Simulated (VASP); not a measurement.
Given:

```yaml
crystal:
  lattice:
    - [0.00000, 1.95840, 1.95840]
    - [1.95840, 0.00000, 1.95840]
    - [1.95840, 1.95840, 0.00000]
  atoms:
    - { symbol: Ir, position: [0.00000, 0.00000, 0.00000] }
```

All values below come from PBE GGA, VASP's PBE PAW potentials (set 64) (plane waves; VASP). Numerical set-up: 400 eV cut-off, 15×15×15 Γ-centred mesh, first-order Methfessel-Paxton smearing of 0.10 eV, potentials Ir.

Gaps are read on the run's mesh, which can miss a band edge. Unless said otherwise, spin-orbit coupling is left out, though it shifts the bands of the heavy elements here.

Question: Predict the energy per atom (σ→0), pressure, band gap (on the k-mesh) with the smallest direct gap where there is one.

Answer: 
```json
{
  "band gap (on the k-mesh)": "none (metal, semimetal or under 0.01 eV)",
  "energy per atom (σ→0)": "-8836 meV/atom",
  "pressure": "-11.02 GPa"
}
```

Only differences to runs with the same potentials and settings are physical.

The compound is Ir in the fcc structure. The cell was not relaxed at this level. The run is one of a series of settings (KPOINTS 15×15×15 Γ-centred mesh against the base run), some of them coarse on purpose.
